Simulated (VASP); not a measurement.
Mg2SbCl: single point with PBEsol

Mg2SbCl:

```xyz
4
Lattice="2.1089 1.2176 6.3586 -2.1089 1.2176 6.3586 0.0000 -2.4352 6.3586" Properties=species:S:1:pos:R:3 pbc="T T T"
Mg    0.0000    0.0000    4.5518
Mg    0.0000    0.0000   14.5240
Sb    0.0000    0.0000    9.5379
Cl    0.0000    0.0000    0.0000
```

The cell comes from a database or a generator and needn't be the stable form of this composition.

```
Program             : VASP 6.6.1
Task                : single point
Functional          : PBEsol
Potentials or basis : VASP PAW PBE potentials, release 64 (Mg, Sb, Cl)
Cutoff              : 520 eV
k mesh              : 6 × 6 × 6
Occupations         : gaussian, width 0.1 eV
Spin                : no spin polarisation
```

```yaml
Pressure: 0.3 GPa
Largest_force: 0.058 eV/Å
Band_gap_on_the_k_mesh: none (metal or under the smearing width)
```

Forces on the atoms (eV/Å):
```
Mg   0.000  0.000  0.058
Mg   0.000  0.000 -0.058
Sb   0.000  0.000  0.000
Cl   0.000  0.000  0.000
```

Stress tensor (GPa, compression positive):
```
 0.54  0.00  0.00
 0.00  0.54  0.00
 0.00  0.00 -0.04
```

Levels at points of the mesh, in eV from the Fermi level:
| k point | band 6 | band 7 | band 8 | band 9 | band 10 | band 11 |
| --- | --- | --- | --- | --- | --- | --- |
| (0.00, 0.00, 0.00) | -1.76 | -0.21 | 0.01 | 0.01 | 3.01 | 3.63 |
| (0.50, 0.00, 0.00) | -4.74 | -2.20 | -1.37 | 1.27 | 1.66 | 3.04 |
| (0.50, 0.50, 0.00) | -3.66 | -1.28 | -1.18 | -0.15 | 2.02 | 3.12 |
| (0.50, 0.50, 0.50) | -3.73 | -0.07 | -0.07 | 1.82 | 3.09 | 3.91 |

Wall time 100 s on 1 thread of AMD EPYC 9R45 (Zen 5), on a shared host, peak memory 0.38 GiB.

Caveat: the PAW data sets were made with another functional, which shifts forces and pressure a little. The run has no spin-orbit coupling, so splittings on Sb are missing.
